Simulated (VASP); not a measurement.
Consider the following.

```yaml
crystal:
  lattice:
    - [0.00000, 2.71038, 2.71038]
    - [2.71038, 0.00000, 2.71038]
    - [2.71038, 2.71038, 0.00000]
  atoms:
    - { symbol: K, position: [0.00000, 0.00000, 0.00000] }
    - { symbol: F, position: [0.50000, 0.50000, 0.50000] }
```

These are PBE GGA, VASP's PBE PAW potentials (set 64) (plane waves; VASP 6.6.1) values and carry that method's errors. Numerical set-up: 530 eV cut-off, 8×8×8 Γ-centred mesh, Gaussian smearing of 0.050 eV, potentials K_sv F.

Question: Predict the energy per atom (σ→0), band gap (on the k-mesh) with the smallest direct gap where there is one.

Answer: 
```yaml
band gap (on the k-mesh): 5.95 eV
smallest direct gap (on the k-mesh): 5.95 eV
energy per atom (σ→0): -4.150 eV/atom
```

Only differences to runs with the same potentials and settings are physical.

The compound is KF in the rock salt structure. It was relaxed first. The start is the result of an earlier pass.
